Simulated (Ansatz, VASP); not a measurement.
# Cross-check of Si2Ni between VASP and Ansatz

Wanted: the spread between two codes on one cell, functional and k mesh. The cell is taken from a series of runs on this material, whose earlier steps may have relaxed, scaled, displaced or heated it; both programs get it as it stands.

Program: Ansatz 0.2.0. Level of theory: plane waves, with VASP 6.6.1 beside it; zone-centre phonons at PBEsol. Results are calculated unless marked as measured.

## (1) Starting point

Symmetry: Fm-3m, No. 225, cubic system. Conventional cell: a = 5.242 Å, b = 5.242 Å, c = 5.242 Å, α = 90.00°, β = 90.00°, γ = 90.00°. Nearest to Si lie 4 Ni at 2.27 Å. Nearest to Ni lie 8 Si at 2.27 Å. Farther neighbours are not listed.

## (2) Ansatz: zone-centre phonons, PBEsol

Ansatz runs on its PAW soft_1 files.

Second derivatives magnify differences that forces hide, and they need a tight electronic threshold.

The input, input.yaml:

```yaml
crystal:
  lattice:
    - [0.0, 2.6209261909, 2.6209261909]
    - [2.6209261909, 0.0, 2.6209261909]
    - [2.6209261909, 2.6209261909, 0.0]
  atoms:
    - { symbol: Si, position: [0.25, 0.25, 0.25] }
    - { symbol: Si, position: [0.75, 0.75, 0.75] }
    - { symbol: Ni, position: [0.0, 0.0, 0.0] }
kpoints:
  mp_grid: { grid: [16, 16, 16] }
hamiltonian:
  xc: pbesol
  pseudopotentials: { kind: paw, azcp: { folder: soft_1 }, xc_functional: pbe }
scf:
  occupations: { method: methfessel_paxton, width: 0.2 }
output:
  eigenvalues: true
phonons:
  method: dfpt
```

The run is started by

```bash
$ ansatz run input.yaml --threads 4 --pin off --max-ram 10240MiB --backend cpu --events-out ev --progress --plain --runs-dir out
```

Numbers of over 12 decimals in the logs are rounded to 6 here.

The log of the run:

```text
zone centre: on kpoints.mp_grid the ground state, and the responses unless they are solved on pairs of k-points, stand on 349 of the mesh's 4096 k-points, reduced under 8 symmetry operations, with k and −k counted as one. Each operation leaves every solved displacement unchanged or reverses it
Engine: ansatz 0.2.0, aarch64-unknown-linux-gnu
Pseudopotentials: kind: paw
Pseudopotential: Si, paw, valence charge 4, recommended cutoff 420 eV (normal), soft_1/Si.paw.azcp
Pseudopotential: Ni, paw, valence charge 18, recommended cutoff 420 eV (normal), soft_1/Ni.paw.azcp
Functional definition: PBEsol
  exchange = pbesol_x
  correlation = pbesol_c
Crystal: 3 atoms, lattice volume = 36.008 Å³
Basis set: ecut = 420 eV, 725 PW (Γ), exchange–correlation on 50×50×50 points (8 copies of the dense FFT grid, shifted against one another)
Bands: 17, of which v1, the nominal top of the filled ones, is band 13 counted from 1 (12 counted from 0)
Symmetry: 48 space group operations
k-points: 349 of 4096 (irreducible under 8 space group operations, time reversal used)
Non-local potential: Si, projectors of the file, l = 0: 2, l = 1: 2, l = 2: 1
Non-local potential: Ni, projectors of the file, l = 0: 3, l = 1: 2, l = 2: 3, l = 3: 1
PAW form: soft (Blöchl's): semilocal exchange-correlation on the pseudo side does not see the compensation charge
PAW frozen core: Si, regenerated for the run's functional, and the local potential with it (the file was generated under x = pbe(κ = 0.804, μ = 0.219515), c = pbe(β = 0.066725))
PAW frozen core: Ni, regenerated for the run's functional, and the local potential with it (the file was generated under x = pbe(κ = 0.804, μ = 0.219515), c = pbe(β = 0.066725))
PAW one-centre angular grid: Si, 110 points (default); XC on 64 Gauss nodes
PAW one-centre angular grid: Ni, 590 points (default); XC on 64 Gauss nodes
Initial density: superposition of atomic densities (chi_scale 0.1, normalization cell, long waves kept (reshape's long-wave potential 0.00 eV rms))
Initial wavefunctions: pseudopotential atomic-orbital guess
Functional: x = pbesol(κ = 0.804, μ = 0.123457), c = pbesol(β = 0.046)
SCF iter   1: F=—  HF=-7049.976237 eV  |F-HF|=—  |Δ(HF+E_count)|=         —  Δρ=7.52e-2  dr2=2.90e0  ethr=3.10e-3  ⟨swp⟩=5.1  Hψ=30069  notcnv=0
preconditioner: auto → Kerker (q_TF=auto, 2.584 Å⁻¹)  [metal: Δε(μ)=0.008 eV  Ē_g=9.482 eV  σ=0.200 eV  W_gap=0.03  n_scr=14 (ndim 8)  ℏωp=26.3 eV  f_vac=0.000  D(μ)=0.70/eV (n_scr^D=0)]
SCF iter   2: F=—  HF=-7049.527116 eV  |F-HF|=—  |Δ(HF+E_count)|=   4.49e-1  S|Δr|=    0.00e0  Δρ=4.13e-2  dr2=1.02e0  ethr=3.10e-3  ⟨swp⟩=2.0  Hψ=10027  notcnv=0  defer=7
SCF iter   3: F=—  HF=-7049.206510 eV  |F-HF|=—  |Δ(HF+E_count)|=   3.21e-1  S|Δr|=    0.00e0  Δρ=2.21e-2  dr2=1.68e-1  ethr=3.10e-3  ⟨swp⟩=2.4  Hψ=10658  notcnv=0  defer=7
SCF iter   4: F=—  HF=-7049.179865 eV  |F-HF|=—  |Δ(HF+E_count)|=   2.66e-2  S|Δr|=    0.00e0  Δρ=7.68e-3  dr2=1.65e-2  ethr=6.45e-4  ⟨swp⟩=2.0  Hψ=9972  notcnv=0  defer=7
SCF iter   5: F=—  HF=-7049.180296 eV  |F-HF|=—  |Δ(HF+E_count)|=   4.31e-4  S|Δr|=    0.00e0  Δρ=1.99e-3  dr2=1.69e-3  ethr=6.34e-5  ⟨swp⟩=1.9  Hψ=9673  notcnv=0  defer=5
SCF iter   6: F=—  HF=-7049.180439 eV  |F-HF|=—  |Δ(HF+E_count)|=   1.43e-4  S|Δr|=    0.00e0  Δρ=1.16e-3  dr2=4.90e-4  ethr=6.48e-6  ⟨swp⟩=1.0  Hψ=5937  notcnv=0  defer=5
SCF iter   7: F=—  HF=-7049.180458 eV  |F-HF|=—  |Δ(HF+E_count)|=   1.83e-5  S|Δr|=    0.00e0  Δρ=1.16e-4  dr2=6.71e-6  ethr=1.89e-6  ⟨swp⟩=2.0  Hψ=8773  notcnv=0  defer=5
SCF iter   8: F=—  HF=-7049.180460 eV  |F-HF|=—  |Δ(HF+E_count)|=   1.85e-6  S|Δr|=    0.00e0  Δρ=2.28e-5  dr2=1.40e-7  ethr=2.58e-8  ⟨swp⟩=2.0  Hψ=9090  notcnv=0  defer=5
SCF iter   9: F=—  HF=-7049.180476 eV  |F-HF|=—  |Δ(HF+E_count)|=   1.67e-5  S|Δr|=    0.00e0  Δρ=2.28e-6  dr2=1.31e-9  ethr=5.39e-10  ⟨swp⟩=2.2  Hψ=9101  notcnv=0  defer=5
SCF iter  10: F=-7049.180476 eV  HF=-7049.180476 eV  |F-HF|=4.55e-12  |Δ(HF+E_count)|=  1.36e-10  S|Δr|=    0.00e0  Δρ=2.00e-7  dr2=9.30e-12  ethr=1.00e-12  ⟨swp⟩=4.4  Hψ=30926  notcnv=0
SCF 1 converged in 10 iterations: F = -7049.180476 eV  dr2 = 9.30e-12
  greatest PAW one-centre occupation: 1.000 electrons in one spin orbital (limit 2), on the Ni atom at site 2 (counted from 0), in its partial waves of l = 1
DFPT response loops at Γ: preconditioner auto → Kerker (q_TF=auto, 2.584 Å⁻¹) (partly filled bands, converged f_vac=0.000); β = 1.00, the filter's whole step (`scf.mixing.beta` (0.50) is not read by the response loops under this deck's `scf.mixing.preconditioner`; to damp them name `kerker` or `kerker_dos`, under which they read `scf.mixing.beta`, and type it under 1.00, their step now; both keys bind the ground state too); Broyden in place of MSR1
SCF converged after 10 iterations
Stability not checked: this state was not tested for a lower state beside it, because cold or Methfessel-Paxton smearing, or corrected tetrahedra, fill the levels in a way that the test cannot read (fill_not_monotonic; see scf.lower_state_search)
Free energy (F): -7049.180476 eV
Harris-Foulkes:  -7049.180476 eV  (|F-HF|=4.55e-12)
Internal energy: -7049.180493 eV  (E = F + TS)
E sigma→0 (E₀):  -7049.180480 eV
Entropy (-TS):   0.000016 eV (0.005 meV/atom)
Fermi energy:    14.910826 eV
--- Per-component energies (eV) ---
  E_band       = -316.088583
  E_kinetic    = 436.456754
  E_local      = -4084.324515  (includes V_loc(G=0)·N_el)
  E_nonlocal   = -75.017466
  E_hartree    = 2126.027505
  E_xc         = -231.156383
  E_vxc        = -250.518083  (∫ρ·V_xc dr)
  E_paw        = -2614.419727  (= ΣΔE_a)
  E_vpaw       = -594.741007  (= ΣTr[D̂ρ^β])
  E_aug_tail   = 0.000892  (compensation charges beyond the density's cutoff)
  E_ewald      = -2607.007964
  E_core_change = 0.260411  (= ΣΔE_core)
  E_smearing   = 0.000016  (= −TS)
  E_closure    = -0.000000  (closes the sum)
  Σ components = -7049.180476   (vs F -7049.180476, Δ=0.00e0)
--- Band table (eV; the first three rows and the last of 349) ---
  k-point 0: bands = [... 9 lower, 10.7303, 15.2668, 16.6502, 16.6502, 16.6502, 16.8454, 16.8454, 16.8454]
  k-point 1: bands = [... 9 lower, 10.7174, 14.9796, 15.8311, 16.1416, 16.1416, 17.3885, 17.3885, 18.0059]
  k-point 2: bands = [... 9 lower, 10.6853, 13.9269, 15.5836, 15.5836, 15.8452, 17.8995, 17.8995, 18.9721]
  k-point 348: bands = [... 9 lower, 10.5458, 10.6612, 11.1341, 12.0086, 17.2329, 17.2329, 19.2697, 20.1309]
--- Phonons (Γ-DFPT): 2 representative perturbations + reference, on 349 of 4096 k-points (Σ response iterations 6) ---
  k mesh reduced under 8 symmetry operations, with k and −k counted as one. Each operation leaves every solved displacement unchanged or reverses it
  ASR residual: 5.528e-5 → 0.000e0 eV/Å²; symmetrization residual: 1.106e-6 eV/Å²
  ASR residual per site (eV/Å²): 5.22e-5 5.22e-5 5.53e-5
  Γ frequencies (cm⁻¹): 0.00 0.00 0.00 365.54 365.54 365.54 389.72 389.72 389.72
  non-analytic LO–TO correction: not included (Born effective charges unavailable; polar crystals: no LO–TO splitting at Γ)
```

Reading the cycles: dr2 is the Hartree energy of the density residual (eV), the measure of convergence; HF is the Harris–Foulkes estimate of the energy, which meets the free energy F at convergence.

(Part 1 of 2 ends here.)

[Lines on the potential files, build, host, timing and source positions are cut from VASP's logs without a mark.]

[Logs are printed without paths, hosts, clocks, repeated set-up lines and the standing remarks that a program may print on its own settings, such as how far it seeks lower states.]

[Hosts, paths, dates, database ids (printed as entryN), source tags and the programs' standing remarks are cut or masked in the printed files.]
